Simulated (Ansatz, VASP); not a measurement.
# Cross-check of Fe (Fe (Im-3m)) between VASP and Ansatz, part 2 of 2

Wanted: the spread between two codes on one cell, functional and k mesh. The structure shown is the end of the Ansatz relaxation below.

VASP 6.6.1 and Ansatz 0.2.0.

So far: The starting structure; Ansatz: relaxation, PBEsol.

## Step 3: VASP: single point, PBEsol

Level of this step: PBEsol, spin-polarised from a ferromagnetic start (one magnetic atom a cell); plane waves and PAW (Fe) (VASP).

The same cell, functional, mesh and smearing now go to VASP, with its own data sets and cutoff.

Lines of VASP's logs that name or quote its potential files are left out, and so is its time.

INCAR

```
SYSTEM = Fe
PREC = Accurate
ENCUT = 400
EDIFF = 1E-06
NELM = 100
ISMEAR = 1
SIGMA = 0.1
LREAL = .FALSE.
ALGO = Normal
GGA = PS
NBANDS = 12
ISPIN = 2
MAGMOM = 2.14
LASPH = .TRUE.
LMAXMIX = 4
LORBIT = 11
LWAVE = .FALSE.
LCHARG = .FALSE.
KPAR = 8
ISIF = 2
```

POSCAR

```
Fe
1.0
   -1.3942952104      1.3942952104      1.3942952104
    1.3942952104     -1.3942952104      1.3942952104
    1.3942952104      1.3942952104     -1.3942952104
Fe
1
Direct
    0.0000000000      0.0000000000      0.0000000000
```

KPOINTS

```
Automatic mesh
0
Gamma
19 19 19
0 0 0
```

Potentials, in the order of the species: Fe (PBE family, release 64).

Started as:

```console
$ mpirun -np 8 vasp_std
```

Numbers of over 12 decimals in the logs are rounded to 6 here.

The program printed:

```text
[banner, memory and clock lines left out]
running    8 mpi-ranks, on    1 nodes
 distrk:  each k-point on    1 cores,    8 groups
 distr:  one band on    1 cores,    1 groups

 POSCAR found type information on POSCAR Fe
 POSCAR found :  1 types and       1 ions
|                                                                             |
|           W    W    AA    RRRRR   N    N  II  N    N   GGGG   !!!           |
|           W    W   A  A   R    R  NN   N  II  NN   N  G    G  !!!           |
|           W    W  A    A  R    R  N N  N  II  N N  N  G       !!!           |
|           W WW W  AAAAAA  RRRRR   N  N N  II  N  N N  G  GGG   !            |
|           WW  WW  A    A  R   R   N   NN  II  N   NN  G    G                |
|           W    W  A    A  R    R  N    N  II  N    N   GGGG   !!!           |
|                                                                             |
|     For optimal performance we recommend to set                             |
|       NCORE = 2 up to number-of-cores-per-socket                            |
|     NCORE specifies how many cores store one orbital (NPAR=cpu/NCORE).      |
|     This setting can greatly improve the performance of VASP for DFT.       |
|     The default, NCORE=1 might be grossly inefficient on modern             |
|     multi-core architectures or massively parallel machines. Do your        |
|     Unfortunately you need to use the default for GW and RPA                |
|     calculations (for HF NCORE is supported but not extensively tested      |
|     yet).                                                                   |
|                                                                             |

|                                                                             |
|               ----> ADVICE to this user running VASP <----                  |
|                                                                             |
|     You enforced a specific xc type in the INCAR file but a different       |
|     [... a line on the potential file left out ...]
|     I HOPE YOU KNOW WHAT YOU ARE DOING!                                     |
|                                                                             |

 LDA part: xc-table for (Slater+PW92), standard interpolation
 POSCAR, INCAR and KPOINTS ok, starting setup
 FFT: planning ... GRIDC
 FFT: planning ... GRID_SOFT
 FFT: planning ... GRID
 WAVECAR not read
 entering main loop
       N       E                     dE             d eps       ncg     rms          rms(c)
DAV:   1     0.150527170050E+02    0.15053E+02   -0.33587E+03 11796   0.670E+02
DAV:   2    -0.957692746097E+01   -0.24630E+02   -0.22749E+02 11068   0.117E+02
DAV:   3    -0.101435515833E+02   -0.56662E+00   -0.56283E+00 12156   0.204E+01
DAV:   4    -0.101454315142E+02   -0.18799E-02   -0.18795E-02 11784   0.105E+00
DAV:   5    -0.101454423346E+02   -0.10820E-04   -0.10821E-04 12188   0.823E-02    0.126E+01
DAV:   6    -0.899190619541E+01    0.11535E+01   -0.11199E+01 11892   0.448E+01    0.502E+00
DAV:   7    -0.893231395846E+01    0.59592E-01   -0.61678E-01 12196   0.102E+01    0.319E+00
DAV:   8    -0.892474221221E+01    0.75717E-02   -0.74171E-03 12992   0.535E-01    0.145E+00
DAV:   9    -0.891727807872E+01    0.74641E-02   -0.77573E-03 14108   0.605E-01    0.408E-01
DAV:  10    -0.891723294842E+01    0.45130E-04   -0.67650E-04 12280   0.359E-01    0.116E-01
DAV:  11    -0.891727583419E+01   -0.42886E-04   -0.28653E-04 11880   0.168E-01    0.288E-02
DAV:  12    -0.891728053684E+01   -0.47026E-05   -0.60246E-06 11500   0.302E-02    0.106E-02
DAV:  13    -0.891728290777E+01   -0.23709E-05   -0.10381E-06  6964   0.144E-02    0.455E-03
DAV:  14    -0.891728229095E+01    0.61682E-06   -0.62248E-08  5588   0.312E-03
   1 F= -.89172823E+01 E0= -.89172967E+01  d E =0.432725E-04  mag=     2.1443
```

Parts of OUTCAR (step 3):

```text
ion  position               nearest neighbor table
   1  0.000  0.000  0.000-

  LATTYP: Found a body centered cubic cell.
 ALAT       =     2.7885904208

 Subroutine GETGRP returns: Found 48 space group operations
 (whereof 48 operations were pure point group operations)

The static configuration has the point symmetry O_h .

 Found    220 irreducible k-points:

   k-points           NKPTS =    220   k-points in BZ     NKDIM =    220   number of bands    NBANDS=     12

   dimension x,y,z NGX =    16 NGY =   16 NGZ =   16
   dimension x,y,z NGXF=    32 NGYF=   32 NGZF=   32

   ENCUT  =  400.0 eV  29.40 Ry    5.42 a.u.   3.94  3.94  3.94*2*pi/ulx,y,z

   NELECT =       8.0000    total number of electrons

 k-points in reciprocal lattice and weights: Automatic mesh
   0.00000000  0.00000000  0.00000000       0.000
   0.05263158  0.00000000  0.00000000       0.002
   0.10526316  0.00000000  0.00000000       0.002
   0.15789474  0.00000000  0.00000000       0.002
   0.21052632  0.00000000  0.00000000       0.002
   0.26315789  0.00000000  0.00000000       0.002
   0.31578947  0.00000000  0.00000000       0.002
   0.36842105  0.00000000  0.00000000       0.002
   0.42105263  0.00000000  0.00000000       0.002
[...]
-0.47368421 -0.47368421  0.42105263       0.001
  -0.47368421  0.47368421  0.47368421       0.001

 average (electrostatic) potential at core
       1 -42.7440

 E-fermi :   6.2066

 spin component 1
 k-point     1 :       0.0000    0.0000    0.0000
  band No.  band energies     occupation
    ...
      2       3.7588      1.00000
      3       3.7588      1.00000
      4       3.7588      1.00000
      5       5.1267      1.00000
      6       5.1267      1.00000
      7      31.5380      0.00000
      8      31.5380      0.00000
      9      31.5380      0.00000
     10      36.9559      0.00000
     11      36.9559      0.00000
    ...

 k-point     2 :       0.0526    0.0000    0.0000
  band No.  band energies     occupation
    ...
      2       3.7244      1.00000
      3       3.7563      1.00000
      4       3.8255      1.00000
      5       5.0915      1.00000
      6       5.1294      1.00000
      7      30.7847      0.00000
      8      31.3814      0.00000
      9      31.4707      0.00000
     10      36.4813      0.00000
     11      37.3646      0.00000
    ...

 k-point     3 :       0.1053    0.0000    0.0000
  band No.  band energies     occupation
    ...
      2       3.6261      1.00000
      3       3.7395      1.00000
      4       4.0214      1.00000
      5       5.0071      1.00000
      6       5.1386      1.00000
      7      29.0051      0.00000
      8      30.8211      0.00000
      9      31.2973      0.00000
     10      35.9097      0.00000
     11      36.0311      0.00000
    ...

 k-point     4 :       0.1579    0.0000    0.0000
  band No.  band energies     occupation
    ...
      2       3.4764      1.00000
      3       3.6892      1.00000
      4       4.3324      1.00000
      5       4.9287      1.00000
      6       5.1549      1.00000
      7      26.7507      0.00000
      8      29.8449      0.00000
      9      31.0761      0.00000
     10      34.0729      0.00000
     11      35.4771      0.00000
    ...

 k-point     5 :       0.2105    0.0000    0.0000
  band No.  band energies     occupation
    ...
      2       3.2941      1.00000
      3       3.6171      1.00000
      4       4.7365      1.00000
      5       4.9084      1.00000
      6       5.1796      1.00000
      7      24.2993      0.00000
      8      28.6774      0.00000
      9      30.8553      0.00000
     10      32.3473      0.00000
     11      34.8310      0.00000
    ...

 k-point     6 :       0.2632    0.0000    0.0000
  band No.  band energies     occupation
    ...
      2       3.1005      1.00000
      3       3.6241      1.00000
      4       4.9563      1.00000
      5       5.2001      1.00000
      6       5.2126      1.00000
      7      21.8096      0.00000
      8      27.5291      0.00000
      9      30.6616      0.00000
     10      30.7730      0.00000
     11      34.4586      0.00000
    ...

  Total       -0.0290412     -0.0290412     -0.0290412     -0.0000000     -0.0000000      0.0000000
  in kB       -4.2914123     -4.2914123     -4.2914123     -0.0000000     -0.0000000      0.0000000
  external PRESSURE =      -4.2914123 kB  Pullay stress =       0.0000000 kB

  energy-cutoff  :      400.00
  volume of cell :       10.84
      direct lattice vectors                 reciprocal lattice vectors
    -1.394295210  1.394295210  1.394295210     0.000000000  0.358604115  0.358604115
     1.394295210 -1.394295210  1.394295210     0.358604115  0.000000000  0.358604115
     1.394295210  1.394295210 -1.394295210     0.358604115  0.358604115  0.000000000

 POSITION                                       TOTAL-FORCE (eV/Angst)
 -----------------------------------------------------------------------------------
      0.00000      0.00000      0.00000         0.000000      0.000000      0.000000
 -----------------------------------------------------------------------------------
    total drift:                               -0.000000     -0.000000     -0.000000

  FREE ENERGIE OF THE ION-ELECTRON SYSTEM (eV)
  ---------------------------------------------------
  free  energy   TOTEN  =        -8.9172822909 eV

  energy  without entropy=       -8.9173255634  energy(sigma->0) =       -8.91729672

 total charge
# of ion       s       p       d       tot
------------------------------------------
    1        0.510   0.587   6.277   7.374

 magnetization (x)
# of ion       s       p       d       tot
------------------------------------------
    1       -0.013  -0.047   2.184   2.124

[... 6 further parts left out ...]
```

The cell holds one magnetic atom, so no antiferromagnetic order fits into it. The PAW data sets were made with PBE, which is usual practice but a small mismatch for other functionals.

## Step 4: Side by side

Known differences besides the potentials themselves: VASP starts from the moments at which Ansatz ended; the data sets hold 16 valence electrons in Ansatz (default PAW (the set named soft_2) files) and 8 in VASP; the cutoff is 420 eV in Ansatz and 400 eV in VASP; Ansatz makes its cores anew for this functional, VASP keeps those of its PBE data sets; Ansatz's pressure holds a Pulay correction, VASP's none; site moments are counted in spheres of each program's own size. Total energies have different zeros and are not compared.

The two programs side by side:

```
          quantity  Ansatz   VASP  difference
    pressure (GPa)   -0.01  -0.43       +0.42
 total moment (μB)    2.12   2.14       -0.03
moment on Fe1 (μB)    2.15   2.12       +0.02
```

## Step 5: What the set-up changes

Further runs change the set-up of one program: Ansatz's method, potentials or start, or VASP's data sets, cutoff or form of LDA. The table gives Ansatz less VASP for each quantity, since a change that brings one quantity closer may part another.

```csv
run,pressure (GPa),total moment (μB)
as above,0.42,-0.026
VASP with the data sets Fe_sv_GW and a cutoff of 630 eV,2.6,0.0069
```

## Step 6: What came out

* difference in total moment (single point, PBEsol): -0.026 μB

What this shows: The difference in total moment is -0.026 μB (single point, PBEsol). Single point, PBEsol, VASP with the data sets Fe_sv_GW and a cutoff of 630 eV: the difference in pressure goes from 0.42 to 2.6 GPa; the difference in total moment goes from -0.026 to 0.0069 μB. How closely two codes agree says nothing of how well the functional describes the real material.

[Lines on the potential files, build, host, timing and source positions are cut from VASP's logs without a mark.]

[Logs are printed without paths, hosts, clocks, repeated set-up lines and the standing remarks that a program may print on its own settings, such as how far it seeks lower states.]

[Hosts, paths, dates, database ids (printed as entryN), source tags and the programs' standing remarks are cut or masked in the printed files.]
